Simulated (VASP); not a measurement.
# Mg2C (Fm-3m) in VASP: single point with PBE

Aim: the single point of Mg2C with PBE.

All numbers are computed with VASP 6.6.1; they aren't measurements. Logs are shortened: lines on timing, memory, paths and dates and some standing lists are left out, and cuts for length are marked.

## Step 1: Starting point

The structure is cubic, space group Fm-3m (No. 225). The conventional cell has a = 5.422 Å, b = 5.422 Å, c = 5.422 Å, α = 90.00°, β = 90.00°, γ = 90.00°. C (site symmetry m-3m) is surrounded by 8 Mg at 2.35 Å. Mg (site symmetry -43m) has 4 C at 2.35 Å as nearest neighbours.

The cell was built by a generator and needn't be a form met in nature.

## Step 2: Single point, PBE

Input file INCAR:

```
ALGO = Normal ; EDIFF = 1E-7
ENCUT = 520 ; GGA = PE
ISIF = 2 ; ISMEAR = -1
LASPH = True ; LCHARG = True
LELF = True ; LREAL = False
LVHAR = True ; LWAVE = False
NBANDS = 11 ; NELM = 60
PREC = Accurate ; SIGMA = 0.02
```

Input file KPOINTS:

```
k-points
0
Gamma
  8 8 8
```

Input file POSCAR:

```
Mg2C
1.0
    0.0000000000      2.7109426128      2.7109426128
    2.7109426128      0.0000000000      2.7109426128
    2.7109426128      2.7109426128      0.0000000000
C Mg
1 2
Direct
    0.0000000000      0.0000000000      0.0000000000
    0.2500000000      0.2500000000      0.2500000000
    0.7500000000      0.7500000000      0.7500000000
```

Potentials or basis: VASP PAW PBE potentials, release 64 (C, Mg).

On the command line:

```sh
$ cat potpaw_PBE.64/C/POTCAR potpaw_PBE.64/Mg/POTCAR > POTCAR
$ mpirun -np 1 vasp_std > vasp.out
```

OUTCAR:

```text
EDIFF = 1E-7
   ENCUT = 520
   GGA = PE
   ISIF = 2
   ISMEAR = -1
   LASPH = True
   LREAL = False
   NELM = 60
   PREC = Accurate

 ion  position               nearest neighbor table
   1  0.000  0.000  0.000-   3 2.35   3 2.35   3 2.35   2 2.35   2 2.35   2 2.35   3 2.35   2 2.35

   2  0.250  0.250  0.250-   1 2.35   1 2.35   1 2.35   1 2.35   3 2.71   3 2.71   3 2.71   3 2.71
                             3 2.71   3 2.71
   3  0.750  0.750  0.750-   1 2.35   1 2.35   1 2.35   1 2.35   2 2.71   2 2.71   2 2.71   2 2.71
                             2 2.71   2 2.71

  LATTYP: Found a face centered cubic cell.
 ALAT       =     5.4218852256

  Lattice vectors:

 A1 = (   0.0000000000,   2.7109426128,   2.7109426128)
 A2 = (   2.7109426128,   0.0000000000,   2.7109426128)
 A3 = (   2.7109426128,   2.7109426128,   0.0000000000)

Analysis of symmetry for initial positions (statically):
=====================================================================
 Subroutine PRICEL returns:
 Original cell was already a primitive cell.

 Routine SETGRP: Setting up the symmetry group for a
 face centered cubic supercell.

 Subroutine GETGRP returns: Found 48 space group operations
 (whereof 48 operations were pure point group operations)
 out of a pool of 48 trial point group operations.

The static configuration has the point symmetry O_h .

Analysis of symmetry for dynamics (positions and initial velocities):
=====================================================================
 Subroutine PRICEL returns:
 Original cell was already a primitive cell.

 Routine SETGRP: Setting up the symmetry group for a
 face centered cubic supercell.

 Subroutine GETGRP returns: Found 48 space group operations
 (whereof 48 operations were pure point group operations)
 out of a pool of 48 trial point group operations.

The dynamic configuration has the point symmetry O_h .

 Subroutine INISYM returns: Found 48 space group operations
 (whereof 48 operations are pure point group operations),
 and found     1 'primitive' translations

----------------------------------------------------------------------------------------

                                     Primitive cell

  volume of cell :      39.8466

  direct lattice vectors                    reciprocal lattice vectors
     0.000000000  2.710942613  2.710942613    -0.184437692  0.184437692  0.184437692
     2.710942613  0.000000000  2.710942613     0.184437692 -0.184437692  0.184437692
     2.710942613  2.710942613  0.000000000     0.184437692  0.184437692 -0.184437692

  length of vectors
     3.833851810  3.833851810  3.833851810     0.319455454  0.319455454  0.319455454

  position of ions in fractional coordinates (direct lattice)
     0.000000000  0.000000000  0.000000000
     0.250000000  0.250000000  0.250000000
     0.750000000  0.750000000  0.750000000

  ion indices of the primitive-cell ions
   primitive index   ion index
                 1           1
                 2           2
                 3           3

----------------------------------------------------------------------------------------

 KPOINTS: k-points

Automatic generation of k-mesh.
 Grid dimensions read from file:
 generate k-points for:    8    8    8

 Generating k-lattice:

  Cartesian coordinates                     Fractional coordinates (reciprocal lattice)
    -0.023054712  0.023054712  0.023054712     0.125000000  0.000000000  0.000000000
     0.023054712 -0.023054712  0.023054712     0.000000000  0.125000000  0.000000000
     0.023054712  0.023054712 -0.023054712     0.000000000  0.000000000  0.125000000

  Length of vectors
     0.039931932  0.039931932  0.039931932

  Shift w.r.t. Gamma in fractional coordinates (k-lattice)
     0.000000000  0.000000000  0.000000000

 Subroutine IBZKPT returns following result:
 ===========================================

 Found     29 irreducible k-points:

 Following reciprocal coordinates:
            Coordinates               Weight
  0.000000  0.000000  0.000000      1.000000
  0.125000  0.000000  0.000000      8.000000
  0.250000  0.000000  0.000000      8.000000
  0.375000  0.000000  0.000000      8.000000
  0.500000  0.000000  0.000000      4.000000
  0.125000  0.125000  0.000000      6.000000
[... 16 lines left out ...]
  0.500000  0.250000  0.125000     48.000000
 -0.375000  0.250000  0.125000     24.000000
 [... further k-points ...]
   k-points           NKPTS =     29   k-points in BZ     NKDIM =     29   number of bands    NBANDS=     11
   number of dos      NEDOS =    301   number of ions     NIONS =      3
   total plane-waves  NPLWV =  27000
   dimension x,y,z NGX =    30 NGY =   30 NGZ =   30
   dimension x,y,z NGXF=    60 NGYF=   60 NGZF=   60
   ions per type =               1   2
   NGX,Y,Z   is equivalent  to a cutoff of  13.01, 13.01, 13.01 a.u.
   NGXF,Y,Z  is equivalent  to a cutoff of  26.02, 26.02, 26.02 a.u.
 SYSTEM =  unknown system
   PREC   = accura    normal or accurate (medium, high low for compatibility)
   ISTART =      0    job   : 0-new  1-cont  2-samecut
   ICHARG =      2    charge: 1-file 2-atom 10-const
   ISPIN  =      1    spin polarized calculation?
   LNONCOLLINEAR =      F non collinear calculations
   LSORBIT =      F    spin-orbit coupling
   LASPH  =      T    aspherical Exc in radial PAW
   ENCUT  =  520.0 eV  38.22 Ry    6.18 a.u.   7.13  7.13  7.13*2*pi/ulx,y,z
   NELM   =     60;   NELMIN=  2; NELMDL= -5     # of ELM steps
   EDIFF  = 0.1E-06   stopping-criterion for ELM
   LREAL  =      F    real-space projection
   EDIFFG = 0.1E-05   stopping-criterion for IOM
   NSW    =      0    number of steps for IOM
   IBRION =     -1    ionic relax: 0-MD 1-quasi-New 2-CG
   NFREE  =      0    steps in history (QN), initial steepest desc. (CG)
   ISIF   =      2    stress and relaxation
   ISYM   =      2    0-nonsym 1-usesym 2-fastsym
   POTIM  = 0.5000    time-step for ionic-motion
   TEBEG  =    0.0;   TEEND  =   0.0 temperature during run
   PSTRESS=    0.0 pullay stress
   NELECT =       8.0000    total number of electrons
   NUPDOWN=      -1.0000    fix difference up-down
   EMIN   =  10.00;   EMAX   =-10.00  energy-range for DOS
   EFERMI =   0.00;   METHOD = LEGACY
   ISMEAR =    -1;   SIGMA  =   0.02  broadening in eV -4-tet -1-fermi 0-gaus
   EFERMI_NEDOS =   21; number of points for ismear=-14 and -15
   IALGO  =     38    algorithm
   IMIX   =      4    mixing-type and parameters
     AMIX     =   0.40;   BMIX     =  1.00
     AMIX_MAG =   1.60;   BMIX_MAG =  1.00
  volume/ion in A,a.u.               =      13.28        89.63
  Fermi-wavevector in a.u.,A,eV,Ry     =   0.958608  1.811507 12.502799  0.918930
  Thomas-Fermi vector in A             =   2.087731
   LORBIT       =      0    0 simple, 1 ext, 2 COOP (PROOUT), +10 PAW based schemes
   GGA     = PE    functional components
   LHFCALC =     F    Hartree Fock is set to
   AEXX    =    0.0000 exact exchange contribution
   IVDW    =     0    specifies the selected vdW correction
   LEPSILON=     F    determine dielectric tensor
   LRPA    =     F    only Hartree local field effects (RPA)
 non-spin polarized calculation
  energy-cutoff  :      520.00
  volume of cell :       39.85
 maximum number of plane-waves:      1090
 NGX is ok and might be reduce to    30
   NGX = 15   NGY = 15   NGZ = 15

 number of electron       8.0000000 magnetization

 Free energy of the ion-electron system (eV)
  ---------------------------------------------------
  ext. energy  EPLUGINS =         0.00000000
  ---------------------------------------------------
  free energy    TOTEN  =       -11.48126931 eV

  energy without entropy =      -11.48126931  energy(sigma->0) =      -11.48126931

 E-fermi :   4.1333     XC(G=0):  -9.9406

 val. band max:        3.7572882427   @ k =   0.0000   0.0000   0.0000
 cond. band min:       4.4936960539   @ k =   0.5000   0.5000   0.0000
 fundamental gap:      0.7364078112
 Fermi energy:         4.1333378828

 k-point     1 :       0.0000    0.0000    0.0000
  band No.  band energies     occupation
      1      -6.9411      2.00000
      2       3.7573      2.00000
      3       3.7573      2.00000
      4       3.7573      2.00000
      5       5.2530      0.00000
      6      10.3718      0.00000
      7      10.3718      0.00000
      8      10.3718      0.00000
      9      13.4316      0.00000
     10      13.4316      0.00000
     11      14.4243      0.00000

 k-point     2 :       0.1250    0.0000    0.0000
  band No.  band energies     occupation
      1      -6.7765      2.00000
      2       2.6047      2.00000
      3       3.6844      2.00000
      4       3.6844      2.00000
      5       6.1515      0.00000
      6      10.2323      0.00000
      7      10.5412      0.00000
      8      10.5412      0.00000
      9      12.3941      0.00000
     10      12.3941      0.00000
     11      14.0730      0.00000

 k-point     3 :       0.2500    0.0000    0.0000
  band No.  band energies     occupation
      1      -6.3200      2.00000
      2       0.9702      2.00000
      3       3.5262      2.00000
      4       3.5262      2.00000
      5       6.9482      0.00000
      6      10.0274      0.00000
      7      10.2298      0.00000
      8      10.2298      0.00000
      9      12.5806      0.00000
     10      12.5806      0.00000
     11      13.8387      0.00000

 k-point     4 :       0.3750    0.0000    0.0000
  band No.  band energies     occupation
      1      -5.7270      2.00000
      2      -0.3998      2.00000
      3       3.3883      2.00000
      4       3.3883      2.00000
      5       7.1837      0.00000
      6       9.6148      0.00000
      7       9.6148      0.00000
      8       9.7933      0.00000
      9      14.0418      0.00000
     10      14.0418      0.00000
     11      14.4630      0.00000

 k-point     5 :       0.5000    0.0000    0.0000
  band No.  band energies     occupation
      1      -5.4064      2.00000
      2      -0.9892      2.00000
      3       3.3361      2.00000
      4       3.3361      2.00000
      5       7.2120      0.00000
      6       9.3794      0.00000
      7       9.3794      0.00000
      8       9.6579      0.00000
      9      15.0596      0.00000
     10      15.2718      0.00000
     11      15.2718      0.00000
[... 211 lines left out ...]
 k-point    21 :       0.5000    0.5000    0.0000
  band No.  band energies     occupation
      1      -4.9212      2.00000
      2      -0.2838      2.00000
      3       2.2286      2.00000
      4       2.2286      2.00000
      5       4.4937      0.00000
      6       7.8867      0.00000
      7      12.7609      0.00000
      8      13.1224      0.00000
      9      13.1224      0.00000
     10      17.1211      0.00000
     11      17.5203      0.00000

 k-point    22 :       0.3750    0.2500    0.1250
  band No.  band energies     occupation
      1      -5.9486      2.00000
      2       0.7466      2.00000
      3       2.4206      2.00000
      4       3.1973      2.00000
      5       7.2892      0.00000
      6       9.3339      0.00000
      7       9.6156      0.00000
      8      11.2171      0.00000
      9      11.8321      0.00000
     10      14.7919      0.00000
     11      16.4076      0.00000

 k-point    23 :       0.5000    0.2500    0.1250
  band No.  band energies     occupation
      1      -5.4307      2.00000
      2      -0.0633      2.00000
      3       1.9185      2.00000
      4       2.8909      2.00000
      5       7.3805      0.00000
      6       8.8378      0.00000
      7      10.3435      0.00000
      8      10.9623      0.00000
      9      12.7652      0.00000
     10      15.0319      0.00000
     11      16.7236      0.00000

 k-point    24 :      -0.3750    0.2500    0.1250
  band No.  band energies     occupation
      1      -5.1647      2.00000
      2      -0.4698      2.00000
      3       1.7902      2.00000
      4       2.7237      2.00000
      5       7.4100      0.00000
      6       8.5852      0.00000
      7      10.8210      0.00000
      8      11.0319      0.00000
      9      13.4331      0.00000
     10      14.3003      0.00000
     11      17.0673      0.00000

 [... further k-points ...]
[... 5 lines left out ...]
  --------------------------------------------------------------------------------------
  -------------------------------------------------------------------------------------
  Total        0.4516083      0.4516083      0.4516083     -0.0000000     -0.0000000     -0.0000000
  in kB       18.1585658     18.1585658     18.1585658     -0.0000000     -0.0000000     -0.0000000
  external PRESSURE =      18.1585658 kB  Pullay stress =       0.0000000 kB

 VOLUME and BASIS-vectors are now :
 -----------------------------------------------------------------------------
  energy-cutoff  :      520.00
  volume of cell :       39.85
      direct lattice vectors                 reciprocal lattice vectors
     0.000000000  2.710942613  2.710942613    -0.184437692  0.184437692  0.184437692
     2.710942613  0.000000000  2.710942613     0.184437692 -0.184437692  0.184437692
     2.710942613  2.710942613  0.000000000     0.184437692  0.184437692 -0.184437692

 POSITION                                       TOTAL-FORCE (eV/Angst)
 -----------------------------------------------------------------------------------
      0.00000      0.00000      0.00000        -0.000000      0.000000      0.000000
      1.35547      1.35547      1.35547         0.000000      0.000000      0.000000
      4.06641      4.06641      4.06641        -0.000000     -0.000000     -0.000000
 -----------------------------------------------------------------------------------
    total drift:                                0.000000     -0.000000     -0.000000

  FREE ENERGIE OF THE ION-ELECTRON SYSTEM (eV)
  ---------------------------------------------------
  free  energy   TOTEN  =       -11.4812693063 eV

  energy  without entropy=      -11.4812693062  energy(sigma->0) =      -11.48126931
```

Wall time 35 s (1 thread of AMD EPYC, shared host); peak memory 0.13 GiB.

Results:

| Quantity | Value |
| --- | --- |
| Free energy | -11.4813 eV |
| Pressure | 1.8 GPa |
| Band gap on the k mesh | 0.74 eV, indirect (least direct gap 1.50 eV) |

A k mesh can miss the band edges.
